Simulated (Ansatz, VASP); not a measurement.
# Cross-check of InAs between VASP and Ansatz

Aim: how closely do two programs agree when they are given the same cell, functional and k mesh? The cell is taken from a series of runs on this material, whose earlier steps may have relaxed, scaled, displaced or heated it; both programs get it as it stands.

Program: Ansatz 0.2.0. Level of theory: plane waves, with VASP 6.6.1 beside it; zone-centre phonons at LDA. Results are calculated unless marked as measured.

### Step 1. Set-up

It takes space group F-43m (No. 216, cubic). Conventional cell: a = 6.144 Å, b = 6.144 Å, c = 6.144 Å, α = 90.00°, β = 90.00°, γ = 90.00°. Nearest to As lie 4 In at 2.66 Å. Nearest to In lie 4 As at 2.66 Å. Farther neighbours are not listed.

### Step 2. Ansatz: zone-centre phonons, LDA

Ansatz runs on its PAW soft_1 files.

Second derivatives magnify differences that forces hide, and they need a tight electronic threshold.

File input.yaml:

```yaml
crystal:
  lattice:
    - [0.0, 3.0720033606, 3.0720033606]
    - [3.0720033606, 0.0, 3.0720033606]
    - [3.0720033606, 3.0720033606, 0.0]
  atoms:
    - { symbol: As, position: [0.75, 0.75, 0.75] }
    - { symbol: In, position: [0.0, 0.0, 0.0] }
kpoints:
  mp_grid: { grid: [12, 12, 12] }
hamiltonian:
  xc: lda
  pseudopotentials: { kind: paw, azcp: { folder: soft_1 }, xc_functional: pbe }
scf:
  occupations: { method: methfessel_paxton, width: 0.2 }
output:
  eigenvalues: true
phonons:
  method: dfpt
```

Launch:

```bash
$ ansatz run input.yaml --threads 4 --pin off --max-ram 10240MiB --backend cpu --events-out ev --progress --plain --runs-dir out
```

Numbers of over 12 decimals in the logs are rounded to 6 here.

What it wrote:

```text
zone centre: on kpoints.mp_grid the ground state, and the responses unless they are solved on pairs of k-points, stand on 163 of the mesh's 1728 k-points, reduced under 8 symmetry operations, with k and −k counted as one. Each operation leaves every solved displacement unchanged or reverses it
Engine: ansatz 0.2.0, aarch64-unknown-linux-gnu
Pseudopotentials: kind: paw
Pseudopotential: As, paw, valence charge 15, recommended cutoff 420 eV (normal), soft_1/As.paw.azcp
Pseudopotential: In, paw, valence charge 13, recommended cutoff 420 eV (normal), soft_1/In.paw.azcp
Functional definition: SPW92
  exchange = slater_x
  correlation = pw_c
Crystal: 2 atoms, lattice volume = 57.982 Å³
Basis set: ecut = 420 eV, 1139 PW (Γ), exchange–correlation on 60×60×60 points (8 copies of the dense FFT grid, shifted against one another)
Bands: 18, of which v1, the nominal top of the filled ones, is band 14 counted from 1 (13 counted from 0)
Symmetry: 24 space group operations
k-points: 163 of 1728 (irreducible under 8 space group operations, time reversal used)
Non-local potential: As, projectors of the file, l = 0: 2, l = 1: 2, l = 2: 3, l = 3: 1
Non-local potential: In, projectors of the file, l = 0: 2, l = 1: 2, l = 2: 2, l = 3: 1
PAW form: soft (Blöchl's): semilocal exchange-correlation on the pseudo side does not see the compensation charge
PAW frozen core: As, regenerated for the run's functional, and the local potential with it (the file was generated under x = pbe(κ = 0.804, μ = 0.219515), c = pbe(β = 0.066725))
PAW frozen core: In, regenerated for the run's functional, and the local potential with it (the file was generated under x = pbe(κ = 0.804, μ = 0.219515), c = pbe(β = 0.066725))
PAW one-centre angular grid: As, 590 points (default); XC on 64 Gauss nodes
PAW one-centre angular grid: In, 590 points (default); XC on 64 Gauss nodes
Initial density: superposition of atomic densities (chi_scale 0.1, normalization cell, long waves kept (reshape's long-wave potential 0.00 eV rms))
Initial wavefunctions: pseudopotential atomic-orbital guess
Functional: x = slater, c = lda
SCF iter   1: F=—  HF=-10231.386313 eV  |F-HF|=—  |Δ(HF+E_count)|=         —  Δρ=2.62e-2  dr2=3.51e-1  ethr=3.10e-3  ⟨swp⟩=5.2  Hψ=14890  notcnv=0
preconditioner: auto → none  [insulator: Δε(μ)=0.643 eV  Ē_g=14.458 eV  σ=0.200 eV  W_gap=0.68  n_scr=14 (ndim 8)  ℏωp=20.7 eV  f_vac=0.017  D(μ)=0.06/eV (n_scr^D=0)  ε∞_Penn≈3.0]
SCF iter   2: F=—  HF=-10231.286394 eV  |F-HF|=—  |Δ(HF+E_count)|=   9.99e-2  S|Δr|=    0.00e0  Δρ=1.16e-2  dr2=5.91e-2  ethr=1.25e-3  ⟨swp⟩=2.0  Hψ=4846  notcnv=0
SCF iter   3: F=—  HF=-10231.271612 eV  |F-HF|=—  |Δ(HF+E_count)|=   1.48e-2  S|Δr|=    0.00e0  Δρ=2.22e-3  dr2=6.71e-3  ethr=2.11e-4  ⟨swp⟩=3.0  Hψ=5082  notcnv=0
SCF iter   4: F=—  HF=-10231.269072 eV  |F-HF|=—  |Δ(HF+E_count)|=   2.54e-3  S|Δr|=    0.00e0  Δρ=5.93e-4  dr2=1.05e-4  ethr=2.40e-5  ⟨swp⟩=3.0  Hψ=5277  notcnv=0
SCF iter   5: F=—  HF=-10231.269090 eV  |F-HF|=—  |Δ(HF+E_count)|=   1.73e-5  S|Δr|=    0.00e0  Δρ=1.64e-4  dr2=5.40e-6  ethr=3.74e-7  ⟨swp⟩=3.0  Hψ=5217  notcnv=0
SCF iter   6: F=—  HF=-10231.269093 eV  |F-HF|=—  |Δ(HF+E_count)|=   3.22e-6  S|Δr|=    0.00e0  Δρ=1.04e-5  dr2=2.53e-8  ethr=1.93e-8  ⟨swp⟩=2.1  Hψ=4036  notcnv=0
SCF iter   7: F=—  HF=-10231.269092 eV  |F-HF|=—  |Δ(HF+E_count)|=   7.77e-7  S|Δr|=    0.00e0  Δρ=4.29e-6  dr2=9.31e-9  ethr=9.04e-11  ⟨swp⟩=2.0  Hψ=5218  notcnv=0
SCF iter   8: F=—  HF=-10231.269092 eV  |F-HF|=—  |Δ(HF+E_count)|=   6.52e-9  S|Δr|=    0.00e0  Δρ=8.01e-7  dr2=1.95e-10  ethr=3.32e-11  ⟨swp⟩=2.0  Hψ=5217  notcnv=0
SCF iter   9: F=-10231.269092 eV  HF=-10231.269092 eV  |F-HF|=7.28e-12  |Δ(HF+E_count)|=  7.28e-11  S|Δr|=    0.00e0  Δρ=9.27e-8  dr2=2.35e-12  ethr=1.00e-12  ⟨swp⟩=6.0  Hψ=12624  notcnv=0
SCF 1 converged in 9 iterations: F = -10231.269092 eV  dr2 = 2.35e-12
  greatest PAW one-centre occupation: 0.999 electrons in one spin orbital (limit 2), on the As atom at site 0 (counted from 0), in its partial waves of l = 2
DFPT response loops at Γ: preconditioner auto → Kerker (q_TF=auto, 2.417 Å⁻¹) (partly filled bands, converged f_vac=0.104); β = 1.00, the filter's whole step (`scf.mixing.beta` (0.50) is not read by the response loops under this deck's `scf.mixing.preconditioner`; to damp them name `kerker` or `kerker_dos`, under which they read `scf.mixing.beta`, and type it under 1.00, their step now; both keys bind the ground state too); Broyden in place of MSR1
SCF converged after 9 iterations
Stability not checked: this state was not tested for a lower state beside it, because cold or Methfessel-Paxton smearing, or corrected tetrahedra, fill the levels in a way that the test cannot read (fill_not_monotonic; see scf.lower_state_search)
Free energy (F): -10231.269092 eV
Harris-Foulkes:  -10231.269092 eV  (|F-HF|=7.28e-12)
Internal energy: -10231.269575 eV  (E = F + TS)
E sigma→0 (E₀):  -10231.269213 eV
Entropy (-TS):   0.000482 eV (0.241 meV/atom)
Fermi energy:    6.789797 eV
Step filling:    the computed levels leave a gap of 0.0000 eV = 0.0 smearing widths at the electron count; against every level under it full and every level over it empty, smearing changes F+E_penalty+E_count by +0.186 meV and its σ→0 estimate by +0.066 meV
--- Per-component energies (eV) ---
  E_band       = -341.963460
  E_kinetic    = 316.782464
  E_local      = -3550.037886  (includes V_loc(G=0)·N_el)
  E_nonlocal   = -59.538603
  E_hartree    = 1755.767275
  E_xc         = -211.573209
  E_vxc        = -163.695306  (∫ρ·V_xc dr)
  E_paw        = -6001.666742  (= ΣΔE_a)
  E_vpaw       = -397.008779  (= ΣTr[D̂ρ^β])
  E_aug_tail   = 0.000089  (compensation charges beyond the density's cutoff)
  E_ewald      = -2483.362727
  E_core_change = 2.359764  (= ΣΔE_core)
  E_smearing   = 0.000482  (= −TS)
  E_closure    = -0.000000  (closes the sum)
  Σ components = -10231.269092   (vs F -10231.269092, Δ=0.00e0)
--- Band table (eV; the first three rows and the last of 163) ---
  k-point 0: bands = [... 10 lower, -4.8958, 6.0654, 6.7451, 6.7451, 6.7451, 10.5558, 10.5558, 10.5558]
  k-point 1: bands = [... 10 lower, -4.8290, 5.2666, 6.6598, 6.6598, 7.3149, 10.5598, 10.6832, 10.6832]
  k-point 2: bands = [... 10 lower, -4.6361, 4.1405, 6.4516, 6.4516, 7.7071, 10.8632, 10.9771, 10.9771]
  k-point 162: bands = [... 10 lower, -3.0338, 1.1469, 3.9614, 4.0455, 10.6541, 10.9369, 11.4792, 12.6987]
--- Phonons (Γ-DFPT): 2 representative perturbations + reference, on 163 of 1728 k-points (Σ response iterations 6) ---
  k mesh reduced under 8 symmetry operations, with k and −k counted as one. Each operation leaves every solved displacement unchanged or reverses it
  ASR residual: 5.944e-5 → 0.000e0 eV/Å²; symmetrization residual: 1.800e-5 eV/Å²
  ASR residual per site (eV/Å²): 5.69e-5 5.94e-5
  Γ frequencies (cm⁻¹): 0.00 0.00 0.00 197.33 197.33 197.33
  non-analytic LO–TO correction: not included (Born effective charges unavailable; polar crystals: no LO–TO splitting at Γ)
```

The column dr2 measures how far the density is from self-consistency, as an energy; F and HF (Harris–Foulkes) agree once it is small.

### Step 3. VASP: zone-centre phonons, LDA

The same cell, functional (in two slightly different forms), mesh and smearing now go to VASP, with its own data sets.

Lines of VASP's logs that name or quote its potential files are left out, and so is its time.

File INCAR:

```
SYSTEM = InAs
PREC = Accurate
ENCUT = 500
EDIFF = 1E-08
NELM = 120
ISMEAR = 1
SIGMA = 0.2
LREAL = .FALSE.
ALGO = Normal
GGA = CA
NBANDS = 15
LORBIT = 11
LWAVE = .FALSE.
LCHARG = .FALSE.
ISIF = 2
IBRION = 8
LASPH = .TRUE.
GGA_COMPAT = .FALSE.
KPAR = 2
```

File POSCAR:

```
InAs
1.0
    0.0000000000      3.0720033606      3.0720033606
    3.0720033606      0.0000000000      3.0720033606
    3.0720033606      3.0720033606      0.0000000000
As In
1 1
Direct
    0.7500000000      0.7500000000      0.7500000000
    0.0000000000      0.0000000000      0.0000000000
```

File KPOINTS:

```
Automatic mesh
0
Gamma
12 12 12
0 0 0
```

The projector-augmented-wave data sets are As and In_d (LDA family, release 64).

Launch:

```bash
$ mpirun -np 2 vasp_std
```

What it wrote:

```text
[banner, memory and clock lines left out]
running    2 mpi-ranks, on    1 nodes
 distrk:  each k-point on    1 cores,    2 groups
 distr:  one band on    1 cores,    1 groups

 POSCAR found type information on POSCAR AsIn
 POSCAR found :  2 types and       2 ions
 LDA part: xc-table for (Slater(with rela. corr.)+CA(PZ))
 , standard interpolation
 POSCAR, INCAR and KPOINTS ok, starting setup
 FFT: planning ... GRIDC
 FFT: planning ... GRID_SOFT
 FFT: planning ... GRID
 WAVECAR not read
 entering main loop
       N       E                     dE             d eps       ncg     rms          rms(c)
DAV:   1     0.111115410716E+03    0.11112E+03   -0.81335E+03  2160   0.124E+03
DAV:   2    -0.140029486230E+01   -0.11252E+03   -0.10837E+03  2258   0.297E+02
DAV:   3    -0.907816578007E+01   -0.76779E+01   -0.76329E+01  2783   0.788E+01
DAV:   4    -0.928513888266E+01   -0.20697E+00   -0.20689E+00  2610   0.146E+01
DAV:   5    -0.929441510896E+01   -0.92762E-02   -0.92761E-02  3286   0.262E+00    0.431E+00
DAV:   6    -0.903720193934E+01    0.25721E+00   -0.37649E-01  3400   0.105E+01    0.237E+00
DAV:   7    -0.900349637246E+01    0.33706E-01   -0.97866E-02  3050   0.276E+00    0.670E-01
DAV:   9    -0.899999972524E+01    0.87552E-04   -0.69709E-04  2820   0.258E-01    0.113E-01
 Linear response reoptimize wavefunctions to high precision
 Linear response DOF=           2
 Linear response progress:
  Degree of freedom:   1/  2
       N       E                     dE             d eps       ncg     rms          rms(c)
RMM:   1    -0.473751138936E-01   -0.47375E-01    0.65659E-02 17457   0.147E+00
RMM:   2    -0.452771548663E-01    0.20980E-02    0.16438E-03 13215   0.541E-01    0.103E-01
RMM:   3    -0.459201340641E-01   -0.64298E-03   -0.18383E-03 15473   0.230E-01    0.438E-02
RMM:   4    -0.460649776572E-01   -0.14484E-03   -0.15019E-04 15826   0.791E-02    0.104E-02
RMM:   5    -0.460915001903E-01   -0.26523E-04   -0.17662E-05 16128   0.295E-02    0.457E-03
RMM:   6    -0.460765621540E-01    0.14938E-04   -0.22508E-06 15778   0.783E-03    0.163E-03
RMM:   7    -0.460738505411E-01    0.27116E-05   -0.15273E-07 17087   0.254E-03    0.988E-04
RMM:   8    -0.460743756270E-01   -0.52509E-06   -0.68317E-08 16427   0.108E-03    0.552E-04
RMM:   9    -0.460750815755E-01   -0.70595E-06   -0.34568E-08 16142   0.371E-04    0.740E-05
RMM:  10    -0.460751405339E-01   -0.58958E-07    0.40237E-08 17330   0.160E-04    0.530E-05
RMM:  11    -0.460751314876E-01    0.90464E-08   -0.93488E-08 17749   0.717E-05    0.136E-05
 first order change of Fermi-energy   0.30514E-03
 force on displaced ion       1 direction 1 :  -6.552  -0.000  -0.000
 Linear response progress:
  Degree of freedom:   2/  2
       N       E                     dE             d eps       ncg     rms          rms(c)
RMM:   1    -0.235804482069E+00   -0.23580E+00   -0.10532E-01 11357   0.483E+00
RMM:   2    -0.238231480898E+00   -0.24270E-02   -0.12518E-02 14211   0.100E+00    0.770E-02
RMM:   3    -0.238144936067E+00    0.86545E-04   -0.15147E-03 15531   0.310E-01    0.365E-02
RMM:   4    -0.237933996482E+00    0.21094E-03   -0.14421E-04 15833   0.102E-01    0.197E-02
RMM:   5    -0.237875008895E+00    0.58988E-04   -0.19077E-05 16477   0.380E-02    0.791E-03
RMM:   6    -0.237872340605E+00    0.26683E-05   -0.14673E-05 16347   0.126E-02    0.195E-03
RMM:   7    -0.237881533786E+00   -0.91932E-05   -0.19853E-06 16914   0.386E-03    0.736E-04
RMM:   8    -0.237881377355E+00    0.15643E-06   -0.76291E-07 16596   0.168E-03    0.520E-04
RMM:   9    -0.237881535647E+00   -0.15829E-06   -0.11426E-06 16775   0.753E-04    0.787E-05
RMM:  10    -0.237881113300E+00    0.42235E-06   -0.58737E-07 16915   0.366E-04    0.558E-05
RMM:  11    -0.237880917757E+00    0.19554E-06   -0.20314E-07 17915   0.208E-04    0.311E-05
RMM:  12    -0.237880776693E+00    0.14106E-06   -0.10461E-07 17225   0.138E-04    0.214E-05
RMM:  13    -0.237880807778E+00   -0.31085E-07   -0.64412E-08 16625   0.110E-04    0.547E-06
RMM:  14    -0.237880801406E+00    0.63723E-08   -0.39105E-08 18890   0.901E-05    0.629E-06
 first order change of Fermi-energy  -0.49187E-04
 force on displaced ion       2 direction 1 :  -6.590   0.000   0.000
 Linear response finished
```

From OUTCAR (step 3):

```text
ion  position               nearest neighbor table
   1  0.750  0.750  0.750-   2 2.66   2 2.66   2 2.66   2 2.66
   2  0.000  0.000  0.000-   1 2.66   1 2.66   1 2.66   1 2.66

  LATTYP: Found a face centered cubic cell.
 ALAT       =     6.1440067212

 Subroutine GETGRP returns: Found 24 space group operations
 (whereof 24 operations were pure point group operations)

The static configuration has the point symmetry T_d .

 Found     72 irreducible k-points:

   k-points           NKPTS =     72   k-points in BZ     NKDIM =     72   number of bands    NBANDS=     15

   dimension x,y,z NGX =    32 NGY =   32 NGZ =   32
   dimension x,y,z NGXF=    64 NGYF=   64 NGZF=   64

   ENCUT  =  500.0 eV  36.75 Ry    6.06 a.u.   7.92  7.92  7.92*2*pi/ulx,y,z

   NELECT =      18.0000    total number of electrons

 k-points in reciprocal lattice and weights: Automatic mesh
   0.00000000  0.00000000  0.00000000       0.001
   0.08333333  0.00000000  0.00000000       0.005
   0.16666667  0.00000000  0.00000000       0.005
   0.25000000  0.00000000  0.00000000       0.005
   0.33333333  0.00000000  0.00000000       0.005
   0.41666667  0.00000000  0.00000000       0.005
   0.50000000  0.00000000  0.00000000       0.002
   0.08333333  0.08333333  0.00000000       0.003
   0.16666667  0.08333333  0.00000000       0.014
[...]
-0.33333333  0.50000000  0.16666667       0.007
  -0.25000000  0.50000000  0.25000000       0.003

 average (electrostatic) potential at core
       1 -53.5576       2 -96.5277

  Total       -1.0620870     -1.0620870     -1.0620870      0.0000000     -0.0000000      0.0000000
  in kB      -29.3478037    -29.3478037    -29.3478037      0.0000000     -0.0000000      0.0000000
  external PRESSURE =     -29.3478037 kB  Pullay stress =       0.0000000 kB

  energy-cutoff  :      500.00
  volume of cell :       57.98
      direct lattice vectors                 reciprocal lattice vectors
     0.000000000  3.072003361  3.072003361    -0.162760239  0.162760239  0.162760239
     3.072003361  0.000000000  3.072003361     0.162760239 -0.162760239  0.162760239
     3.072003361  3.072003361  0.000000000     0.162760239  0.162760239 -0.162760239

 POSITION                                       TOTAL-FORCE (eV/Angst)
 -----------------------------------------------------------------------------------
      4.60801      4.60801      4.60801        -0.000000     -0.000000     -0.000000
      0.00000      0.00000      0.00000         0.000000      0.000000      0.000000
 -----------------------------------------------------------------------------------
    total drift:                                0.000000      0.000000     -0.000000

 Eigenvectors and eigenvalues of the dynamical matrix
 ----------------------------------------------------

   1 f  =    5.949767 THz    37.383487 2PiTHz  198.462857 cm-1    24.606247 meV
             X         Y         Z           dx          dy          dz
      4.608005  4.608005  4.608005    -0.776993    0.000000    0.000000
      0.000000  0.000000  0.000000     0.629509    0.000000    0.000000

   2 f  =    5.949767 THz    37.383487 2PiTHz  198.462857 cm-1    24.606247 meV
             X         Y         Z           dx          dy          dz
      4.608005  4.608005  4.608005     0.000000    0.776993    0.000000
      0.000000  0.000000  0.000000     0.000000   -0.629509    0.000000

   3 f  =    5.949767 THz    37.383487 2PiTHz  198.462857 cm-1    24.606247 meV
             X         Y         Z           dx          dy          dz
      4.608005  4.608005  4.608005     0.000000    0.000000    0.776993
      0.000000  0.000000  0.000000     0.000000    0.000000   -0.629509

   4 f/i=    0.008633 THz     0.054241 2PiTHz    0.287955 cm-1     0.035702 meV
             X         Y         Z           dx          dy          dz
      4.608005  4.608005  4.608005     0.000000   -0.629509    0.000000
      0.000000  0.000000  0.000000     0.000000   -0.776993    0.000000

   5 f/i=    0.008633 THz     0.054241 2PiTHz    0.287955 cm-1     0.035702 meV
             X         Y         Z           dx          dy          dz
      4.608005  4.608005  4.608005    -0.629509    0.000000    0.000000
      0.000000  0.000000  0.000000    -0.776993    0.000000    0.000000

   6 f/i=    0.008633 THz     0.054241 2PiTHz    0.287955 cm-1     0.035702 meV
             X         Y         Z           dx          dy          dz
      4.608005  4.608005  4.608005     0.000000    0.000000   -0.629509
      0.000000  0.000000  0.000000     0.000000    0.000000   -0.776993

 ELASTIC MODULI CONTR FROM IONIC RELAXATION (kBar)
 Direction    XX          YY          ZZ          XY          YZ          ZX
 --------------------------------------------------------------------------------
 XX          -0.0000      0.0000      0.0000     -0.0000      0.0000      0.0000
 YY           0.0000     -0.0000      0.0000     -0.0000     -0.0000      0.0000
 ZZ           0.0000      0.0000     -0.0000      0.0000     -0.0000      0.0000
 XY          -0.0000     -0.0000      0.0000   -136.7135      0.0000      0.0000
 YZ           0.0000     -0.0000     -0.0000      0.0000   -136.7135      0.0000
 ZX           0.0000      0.0000      0.0000      0.0000      0.0000   -136.7135
 --------------------------------------------------------------------------------
```

Energies printed during the response cycles are not total energies of the cell.

### Step 4. Side by side

Known differences besides the potentials themselves: the two LDA forms differ slightly; the data sets hold 28 valence electrons in Ansatz (on its PAW soft_1 files) and 18 in VASP; the cutoff is 420 eV in Ansatz and 500 eV in VASP; VASP's log shows a relativistic correction to its local exchange, Ansatz's none. Total energies have different zeros and are not compared.

Both answers:

| quantity | Ansatz | VASP | difference |
| --- | --- | --- | --- |
| optical mode 1 to 3 (cm⁻¹) | 197.3 | 198.5 | -0.57 % |

Modes are paired by rising frequency, not by their patterns, so a pair may set unlike modes beside each other; they are those without the splitting of longitudinal modes.

### Step 5. What came out

- r.m.s. difference of the optical zone-centre modes, each program's sorted by frequency (zone-centre phonons, LDA): 1.1 cm⁻¹
- difference in optical mode 1 to 3 (zone-centre phonons, LDA): -0.6 %

**Reading.** The r.m.s. difference of the optical zone-centre modes, each program's sorted by frequency is 1.1 cm⁻¹ (zone-centre phonons, LDA). The data sets hold unlike numbers of valence electrons (28 in Ansatz and 18 in VASP), so part of the differences comes from the potentials. Among the rows given in per cent, the largest difference of the zone-centre phonons, LDA pair is in optical mode 1 to 3, -0.6 %. How closely two codes agree says nothing of how well the functional describes the real material.

[Lines on the potential files, build, host, timing and source positions are cut from VASP's logs without a mark.]

[Logs are printed without paths, hosts, clocks, repeated set-up lines and the standing remarks that a program may print on its own settings, such as how far it seeks lower states.]

[Hosts, paths, dates, database ids (printed as entryN), source tags and the programs' standing remarks are cut or masked in the printed files.]
